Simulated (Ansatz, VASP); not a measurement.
# SbPbS2: VASP beside Ansatz, part 2 of 2

Wanted: the spread between two codes on one cell, functional and k mesh.  Other levels of theory on this material are compared in a session of their own. Valence electrons are named where the data sets of a main pair hold unlike numbers.

VASP 6.6.1 and Ansatz 0.2.0.

So far: Set-up; Ansatz: single point, RPBE; VASP: single point, RPBE.

**3. VASP: single point, RPBE (continued)**

Level of this step: RPBE; plane waves and PAW (Pb, S, Sb) (VASP).

Numbers of over 12 decimals in the logs are rounded to 6 here.

From OUTCAR (step 3):

```text
ion  position               nearest neighbor table
   1  0.500  0.000  0.687-   4 2.88   3 2.95   3 2.95   3 2.95   3 2.95
   2  0.500  0.500  0.437-   6 2.88   5 2.95   5 2.95   5 2.95   5 2.95   7 3.68   7 3.68
   3  0.000  0.500  0.669-   7 2.54   1 2.95   1 2.95   1 2.95   1 2.95
   4  0.500  0.000  0.567-   1 2.88   7 2.92   7 2.92   7 2.92   7 2.92
   5  0.000  0.000  0.419-   8 2.54   2 2.95   2 2.95   2 2.95   2 2.95
   6  0.500  0.500  0.317-   2 2.88   8 2.92   8 2.92   8 2.92   8 2.92
   7  0.000  0.500  0.563-   3 2.54   4 2.92   4 2.92   4 2.92   4 2.92   2 3.68   2 3.68
   8  0.000  0.000  0.313-   5 2.54   6 2.92   6 2.92   6 2.92   6 2.92

  LATTYP: Found a simple orthorhombic cell.
 ALAT       =     3.9640180000
 B/A-ratio  =     1.0831035581
 C/A-ratio  =     6.0426944508

 Subroutine GETGRP returns: Found  4 space group operations
 (whereof  4 operations were pure point group operations)

The static configuration has the point symmetry C_2v.

 Found     16 irreducible k-points:

   k-points           NKPTS =     16   k-points in BZ     NKDIM =     16   number of bands    NBANDS=     29

   dimension x,y,z NGX =    20 NGY =   18 NGZ =  112
   dimension x,y,z NGXF=    40 NGYF=   36 NGZF=  224

   ENCUT  =  350.0 eV  25.72 Ry    5.07 a.u.   6.55  6.05 36.54*2*pi/ulx,y,z

   NELECT =      42.0000    total number of electrons

 k-points in reciprocal lattice and weights: Automatic mesh
   0.00000000  0.00000000  0.00000000       0.024
   0.16666667  0.00000000  0.00000000       0.048
   0.33333333  0.00000000  0.00000000       0.048
   0.50000000  0.00000000  0.00000000       0.024
   0.00000000  0.14285714  0.00000000       0.048
   0.16666667  0.14285714  0.00000000       0.095
   0.33333333  0.14285714  0.00000000       0.095
   0.50000000  0.14285714  0.00000000       0.048
   0.00000000  0.28571429  0.00000000       0.048
[...]
0.33333333  0.42857143  0.00000000       0.095
   0.50000000  0.42857143  0.00000000       0.048

 dipolmoment           0.000000      0.000000     -0.067932 electrons x Angstroem

 average (electrostatic) potential at core
       1 -47.3558       2 -47.1616       3 -91.0608       4 -91.0152       5 -91.0099
       6 -90.7938       7 -92.6189       8 -92.7055

 E-fermi :   1.3585

 k-point     1 :       0.0000    0.0000    0.0000
  band No.  band energies     occupation
    ...
     17      -1.5851      2.00000
     18      -1.3650      2.00000
     19      -0.7120      2.00000
     20      -0.4229      2.00000
     21       0.8053      2.00000
     22       2.3405      0.00000
     23       3.6843      0.00000
     24       3.9436      0.00000
     25       4.0386      0.00000
     26       4.1841      0.00000
    ...

 k-point     2 :       0.1667    0.0000    0.0000
  band No.  band energies     occupation
    ...
     17      -1.4113      2.00000
     18      -1.2384      2.00000
     19      -0.9362      2.00000
     20      -0.5685      2.00000
     21       1.0224      2.00000
     22       2.4403      0.00000
     23       2.7192      0.00000
     24       3.2814      0.00000
     25       3.3980      0.00000
     26       3.4237      0.00000
    ...

 k-point     3 :       0.3333    0.0000    0.0000
  band No.  band energies     occupation
    ...
     17      -1.0198      2.00000
     18      -0.9494      2.00000
     19      -0.4746      2.00000
     20      -0.2652      2.00000
     21       1.2452      1.99865
     22       1.6856      0.00000
     23       2.0068      0.00000
     24       2.0970      0.00000
     25       2.2402      0.00000
     26       2.7701      0.00000
    ...

  Total        2.0654150      0.3018723      0.3790013      0.0000000      0.0000000      0.0000000
  in kB        8.1172785      1.1863870      1.4895112      0.0000000      0.0000000      0.0000000
  external PRESSURE =       3.5977256 kB  Pullay stress =       0.0000000 kB

  energy-cutoff  :      350.00
  volume of cell :      407.67
      direct lattice vectors                 reciprocal lattice vectors
     4.293442000  0.000000000  0.000000000     0.232913359  0.000000000  0.000000000
     0.000000000  3.964018000  0.000000000     0.000000000  0.252269288  0.000000000
     0.000000000  0.000000000 23.953349572     0.000000000  0.000000000  0.041747815

 POSITION                                       TOTAL-FORCE (eV/Angst)
 -----------------------------------------------------------------------------------
      2.14672      0.00000     16.45335         0.000000      0.000000     -0.197157
      2.14672      1.98201     10.47920         0.000000      0.000000     -0.032295
      0.00000      1.98201     16.01542         0.000000      0.000000      0.320714
      2.14672      0.00000     13.57449         0.000000      0.000000      0.363086
      0.00000      0.00000     10.04127         0.000000      0.000000     -0.232442
      2.14672      1.98201      7.60034         0.000000      0.000000     -0.043170
      0.00000      1.98201     13.47415         0.000000      0.000000     -0.348820
      0.00000      0.00000      7.50000         0.000000      0.000000      0.170084
 -----------------------------------------------------------------------------------
    total drift:                                0.000000     -0.000000     -0.001410

  FREE ENERGIE OF THE ION-ELECTRON SYSTEM (eV)
  ---------------------------------------------------
  free  energy   TOTEN  =       -30.8057701105 eV

  energy  without entropy=      -30.7987104654  energy(sigma->0) =      -30.80224029

 vacuum level on the upper side and lower side of the slab         4.376         5.100

 total charge
# of ion       s       p       d       tot
------------------------------------------
    1        1.785   1.002   0.108   2.896
    2        1.794   0.980   0.120   2.894
    3        1.360   2.344   0.000   3.704
    4        1.388   2.244   0.000   3.632
    5        1.362   2.337   0.000   3.698
    6        1.381   2.258   0.000   3.639
    7        1.261   0.963   0.045   2.270
    8        1.271   0.935   0.043   2.249
--------------------------------------------------
tot         11.600  13.063   0.317  24.981

[... 3 further parts left out ...]
```

**4. Comparison**

Known differences besides the potentials themselves: the data sets hold 82 valence electrons in Ansatz (on its default PAW (the set named soft_2) files) and 42 in VASP; the cutoff is 420 eV in Ansatz and 350 eV in VASP (PREC = Normal); Ansatz makes its cores anew for this functional, VASP keeps those of its PBE data sets; VASP leaves aspherical gradient terms in its spheres out (LASPH is not set), Ansatz keeps them. Total energies have different zeros and are not compared.

Both answers:

```csv
quantity,Ansatz,VASP,difference
"work function, lower of the two faces (eV)",3.02,3.02,0.00
"work function, higher of the two faces (eV)",3.73,3.74,-0.01
```

Forces (eV/Å; atoms numbered as in POSCAR):

```csv
atom,"Ansatz x, y, z","VASP x, y, z"
Pb1,"0.000, 0.000, -0.160","0.000, 0.000, -0.197"
Pb2,"0.000, 0.000, -0.018","0.000, 0.000, -0.032"
S3,"0.000, 0.000, 0.308","0.000, 0.000, 0.321"
S4,"0.000, 0.000, 0.366","0.000, 0.000, 0.363"
S5,"0.000, 0.000, -0.243","0.000, 0.000, -0.232"
S6,"0.000, 0.000, -0.051","0.000, 0.000, -0.043"
Sb7,"0.000, 0.000, -0.352","0.000, 0.000, -0.349"
Sb8,"0.000, 0.000, 0.151","0.000, 0.000, 0.170"
```

The forces differ by 9.8 meV/Å r.m.s., which is 7.0 % of the r.m.s. force of 0.142 eV/Å (both taken over all components). VASP's log warns that it found no field-free region in the vacuum, so its work functions are uncertain. With vacuum in the cell, a pressure given here is an average over mostly empty space and none of the material.

**5. What came out**

- r.m.s. force difference (single point, RPBE): 9.8 meV/Å

In words: The r.m.s. force difference is 9.8 meV/Å (single point, RPBE), within the 12 meV/Å picked in this series as the mark of a large difference. The data sets hold unlike numbers of valence electrons (82 in Ansatz and 42 in VASP), so part of the differences comes from the potentials. 6 further runs of this series are not shown here. How closely two codes agree says nothing of how well the functional describes the real material.

[Lines on the potential files, build, host, timing and source positions are cut from VASP's logs without a mark.]

[Logs are printed without paths, hosts, clocks, repeated set-up lines and the standing remarks that a program may print on its own settings, such as how far it seeks lower states.]

[Hosts, paths, dates, database ids (printed as entryN), source tags and the programs' standing remarks are cut or masked in the printed files.]
